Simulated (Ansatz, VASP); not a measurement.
# HfC: VASP beside Ansatz, part 2 of 2

Aim: how closely do two programs agree when they are given the same cell, functional and k mesh? The cell is taken from a series of runs on this material, whose earlier steps may have relaxed, scaled, displaced or heated it; both programs get it as it stands.

VASP 6.6.1 and Ansatz 0.2.0.

So far: The starting structure; VASP: zone-centre phonons, PBEsol.

## Step 3: Ansatz: zone-centre phonons, PBEsol

Level of this step: Ansatz beside VASP: Kohn-Sham DFT, plane waves, PBEsol (Ansatz).

Ansatz runs on its PAW soft_1 files.

The same cell, functional, mesh and smearing now go to Ansatz, which takes its cutoff from its data sets.

File input.yaml:

```yaml
crystal:
  lattice:
    - [0.0, 2.2998963103, 2.3266158712]
    - [2.2998963103, 0.0, 2.3266158712]
    - [2.2998963103, 2.2998963103, 0.0]
  atoms:
    - { symbol: C, position: [0.0, 0.0, 0.0] }
    - { symbol: Hf, position: [0.5, 0.5, 0.5] }
kpoints:
  mp_grid: { grid: [16, 16, 16] }
hamiltonian:
  xc: pbesol
  pseudopotentials: { kind: paw, azcp: { folder: soft_1 }, xc_functional: pbe }
scf:
  occupations: { method: methfessel_paxton, width: 0.2 }
output:
  eigenvalues: true
phonons:
  method: dfpt
```

Run with:

```
> ansatz run input.yaml --threads 4 --pin off --max-ram 10240MiB --backend cpu --events-out ev --progress --plain --runs-dir out
```

Numbers of over 12 decimals in the logs are rounded to 6 here.

The program printed:

```text
zone centre: on kpoints.mp_grid the ground state, and the responses unless they are solved on pairs of k-points, stand on 621 of the mesh's 4096 k-points, reduced under 8 symmetry operations, with k and −k counted as one. Each operation leaves every solved displacement unchanged or reverses it
Engine: ansatz 0.2.0, aarch64-unknown-linux-gnu
Pseudopotentials: kind: paw
Pseudopotential: C, paw, valence charge 4, recommended cutoff 420 eV (normal), soft_1/C.paw.azcp
Pseudopotential: Hf, paw, valence charge 26, recommended cutoff 420 eV (normal), soft_1/Hf.paw.azcp
Functional definition: PBEsol
  exchange = pbesol_x
  correlation = pbesol_c
Crystal: 2 atoms, lattice volume = 24.613 Å³
Basis set: ecut = 420 eV, 531 PW (Γ), exchange–correlation on 48×48×48 points (8 copies of the dense FFT grid, shifted against one another)
Bands: 19, of which v1, the nominal top of the filled ones, is band 15 counted from 1 (14 counted from 0)
Symmetry: 16 space group operations
k-points: 621 of 4096 (irreducible under 8 space group operations)
Non-local potential: C, projectors of the file, l = 0: 2, l = 1: 2, l = 2: 1
Non-local potential: Hf, projectors of the file, l = 0: 3, l = 1: 2, l = 2: 2, l = 3: 3
PAW form: soft (Blöchl's): semilocal exchange-correlation on the pseudo side does not see the compensation charge
PAW frozen core: C, regenerated for the run's functional, and the local potential with it (the file was generated under x = pbe(κ = 0.804, μ = 0.219515), c = pbe(β = 0.066725))
PAW frozen core: Hf, regenerated for the run's functional, and the local potential with it (the file was generated under x = pbe(κ = 0.804, μ = 0.219515), c = pbe(β = 0.066725))
PAW one-centre angular grid: C, 110 points (default); XC on 64 Gauss nodes
PAW one-centre angular grid: Hf, 590 points (default); XC on 64 Gauss nodes
Initial density: superposition of atomic densities (chi_scale 0.1, normalization cell, long waves kept (reshape's long-wave potential 0.00 eV rms))
Initial wavefunctions: pseudopotential atomic-orbital guess
Functional: x = pbesol(κ = 0.804, μ = 0.123457), c = pbesol(β = 0.046)
SCF iter   1: F=—  HF=-15848.053197 eV  |F-HF|=—  |Δ(HF+E_count)|=         —  Δρ=8.62e-2  dr2=2.48e0  ethr=3.10e-3  ⟨swp⟩=4.9  Hψ=51436  notcnv=0
preconditioner: auto → Kerker (q_TF=auto, 2.820 Å⁻¹)  [metal: Δε(μ)=0.023 eV  Ē_g=17.638 eV  σ=0.200 eV  W_gap=0.10  n_scr=14 (ndim 8)  ℏωp=39.6 eV  f_vac=0.000  D(μ)=0.21/eV (n_scr^D=0)]
SCF iter   2: F=—  HF=-15847.540926 eV  |F-HF|=—  |Δ(HF+E_count)|=   5.12e-1  S|Δr|=    0.00e0  Δρ=3.33e-2  dr2=2.71e-1  ethr=3.10e-3  ⟨swp⟩=2.5  Hψ=21793  notcnv=0  defer=5
SCF iter   3: F=—  HF=-15847.486162 eV  |F-HF|=—  |Δ(HF+E_count)|=   5.48e-2  S|Δr|=    0.00e0  Δρ=1.42e-2  dr2=3.08e-2  ethr=9.05e-4  ⟨swp⟩=2.0  Hψ=21098  notcnv=0
SCF iter   4: F=—  HF=-15847.478239 eV  |F-HF|=—  |Δ(HF+E_count)|=   7.92e-3  S|Δr|=    0.00e0  Δρ=8.18e-3  dr2=7.79e-3  ethr=1.03e-4  ⟨swp⟩=2.1  Hψ=21202  notcnv=0
SCF iter   5: F=—  HF=-15847.478369 eV  |F-HF|=—  |Δ(HF+E_count)|=   1.30e-4  S|Δr|=    0.00e0  Δρ=1.46e-3  dr2=2.77e-4  ethr=2.60e-5  ⟨swp⟩=2.3  Hψ=19863  notcnv=0
SCF iter   6: F=—  HF=-15847.478343 eV  |F-HF|=—  |Δ(HF+E_count)|=   2.66e-5  S|Δr|=    0.00e0  Δρ=2.55e-4  dr2=1.59e-5  ethr=9.24e-7  ⟨swp⟩=2.8  Hψ=20712  notcnv=0
SCF iter   7: F=—  HF=-15847.478348 eV  |F-HF|=—  |Δ(HF+E_count)|=   5.52e-6  S|Δr|=    0.00e0  Δρ=6.96e-5  dr2=8.43e-7  ethr=5.31e-8  ⟨swp⟩=2.3  Hψ=21592  notcnv=0
SCF iter   8: F=—  HF=-15847.478347 eV  |F-HF|=—  |Δ(HF+E_count)|=   1.15e-6  S|Δr|=    0.00e0  Δρ=1.38e-5  dr2=2.64e-8  ethr=2.81e-9  ⟨swp⟩=2.9  Hψ=22258  notcnv=0
SCF iter   9: F=—  HF=-15847.478347 eV  |F-HF|=—  |Δ(HF+E_count)|=   8.47e-9  S|Δr|=    0.00e0  Δρ=2.58e-6  dr2=1.33e-9  ethr=8.79e-11  ⟨swp⟩=2.3  Hψ=19882  notcnv=0
SCF iter  10: F=—  HF=-15847.478347 eV  |F-HF|=—  |Δ(HF+E_count)|=  9.46e-10  S|Δr|=    0.00e0  Δρ=3.93e-7  dr2=2.58e-11  ethr=4.42e-12  ⟨swp⟩=2.6  Hψ=22502  notcnv=0
SCF iter  11: F=-15847.478347 eV  HF=-15847.478347 eV  |F-HF|=3.64e-12  |Δ(HF+E_count)|=  7.28e-12  S|Δr|=    0.00e0  Δρ=5.19e-8  dr2=3.85e-13  ethr=1.00e-12  ⟨swp⟩=7.8  Hψ=70232  notcnv=0
SCF 1 converged in 11 iterations: F = -15847.478347 eV  dr2 = 3.85e-13
  greatest PAW one-centre occupation: 0.998 electrons in one spin orbital (limit 2), on the Hf atom at site 1 (counted from 0), in its partial waves of l = 0
DFPT response loops at Γ: preconditioner auto → Kerker (q_TF=auto, 2.820 Å⁻¹) (partly filled bands, converged f_vac=0.000); β = 1.00, the filter's whole step (`scf.mixing.beta` (0.50) is not read by the response loops under this deck's `scf.mixing.preconditioner`; to damp them name `kerker` or `kerker_dos`, under which they read `scf.mixing.beta`, and type it under 1.00, their step now; both keys bind the ground state too); Broyden in place of MSR1
SCF converged after 11 iterations
Stability not checked: this state was not tested for a lower state beside it, because cold or Methfessel-Paxton smearing, or corrected tetrahedra, fill the levels in a way that the test cannot read (fill_not_monotonic; see scf.lower_state_search)
Free energy (F): -15847.478347 eV
Harris-Foulkes:  -15847.478347 eV  (|F-HF|=3.64e-12)
Internal energy: -15847.477641 eV  (E = F + TS)
E sigma→0 (E₀):  -15847.478171 eV
Entropy (-TS):   -0.000706 eV (-0.353 meV/atom)
Fermi energy:    18.847898 eV
--- Per-component energies (eV) ---
  E_band       = 76.004935
  E_kinetic    = 494.399282
  E_local      = -6172.965681  (includes V_loc(G=0)·N_el)
  E_nonlocal   = 91.272191
  E_hartree    = 3024.721094
  E_xc         = -312.270853
  E_vxc        = -313.786004  (∫ρ·V_xc dr)
  E_paw        = -7673.552434  (= ΣΔE_a)
  E_vpaw       = -72.357098  (= ΣTr[D̂ρ^β])
  E_aug_tail   = 0.000104  (compensation charges beyond the density's cutoff)
  E_ewald      = -5300.353500
  E_core_change = 1.272157  (= ΣΔE_core)
  E_smearing   = -0.000706  (= −TS)
  E_closure    = -0.000000  (closes the sum)
  Σ components = -15847.478347   (vs F -15847.478347, Δ=0.00e0)
--- Band table (eV; the first three rows and the last of 621) ---
  k-point 0: bands = [... 11 lower, 7.9913, 19.8999, 19.9629, 19.9629, 20.0871, 20.2140, 20.2140, 22.1567]
  k-point 1: bands = [... 11 lower, 7.9910, 19.1229, 19.3486, 19.4119, 20.3861, 20.4474, 20.7448, 22.6800]
  k-point 2: bands = [... 11 lower, 7.9913, 18.0494, 18.5177, 18.5776, 20.7341, 20.7827, 21.1817, 23.7771]
  k-point 620: bands = [... 11 lower, 8.3464, 16.1690, 16.9438, 18.8673, 18.8673, 24.2307, 25.7002, 25.7002]
--- Phonons (Γ-DFPT): 4 representative perturbations + reference, on 621 of 4096 k-points (Σ response iterations 12) ---
  k mesh reduced under 8 symmetry operations, with k and −k counted as one. Each operation leaves every solved displacement unchanged or reverses it
  ASR residual: 2.859e-5 → 0.000e0 eV/Å²; symmetrization residual: 9.728e-7 eV/Å²
  ASR residual per site (eV/Å²): 1.34e-5 2.86e-5
  Γ frequencies (cm⁻¹): 0.00 0.00 0.00 424.37 457.09 457.09
  non-analytic LO–TO correction: not included (Born effective charges unavailable; polar crystals: no LO–TO splitting at Γ)
```

In the SCF lines HF is the Harris–Foulkes energy and dr2 the Hartree energy of the density residual, in eV; the loop may stop once dr2 is under the threshold and the program's other checks hold. Hψ counts applications of the Hamiltonian.

## Step 4: Differences

Known differences besides the potentials themselves: the data sets hold 30 valence electrons in Ansatz (on its PAW soft_1 files) and 14 in VASP; the cutoff is 420 eV in Ansatz and 600 eV in VASP; Ansatz makes its cores anew for this functional, VASP keeps those of its PBE data sets. Total energies have different zeros and are not compared.

Both answers:

| quantity | Ansatz | VASP | difference |
| --- | --- | --- | --- |
| optical mode 1 (cm⁻¹) | 424.4 | 421.6 | +0.66 % |
| optical mode 2 to 3 (cm⁻¹) | 457.1 | 455.3 | +0.40 % |

Modes are paired by rising frequency, not by their patterns, so a pair may set unlike modes beside each other; they are those without the splitting of longitudinal modes.

## Step 5: Results

- r.m.s. difference of the optical zone-centre modes, each program's sorted by frequency (zone-centre phonons, PBEsol): 2.2 cm⁻¹
- difference in optical mode 1 (zone-centre phonons, PBEsol): +0.7 %

What this shows: The r.m.s. difference of the optical zone-centre modes, each program's sorted by frequency is 2.2 cm⁻¹ (zone-centre phonons, PBEsol). The data sets hold unlike numbers of valence electrons (30 in Ansatz and 14 in VASP), so part of the differences comes from the potentials. Among the rows given in per cent, the largest difference of the zone-centre phonons, PBEsol pair is in optical mode 1, +0.7 %. Such differences can come from data sets, numerical settings and the points named under the comparisons, not from the functional's error against experiment.

[Lines on the potential files, build, host, timing and source positions are cut from VASP's logs without a mark.]

[Logs are printed without paths, hosts, clocks, repeated set-up lines and the standing remarks that a program may print on its own settings, such as how far it seeks lower states.]

[Hosts, paths, dates, database ids (printed as entryN), source tags and the programs' standing remarks are cut or masked in the printed files.]
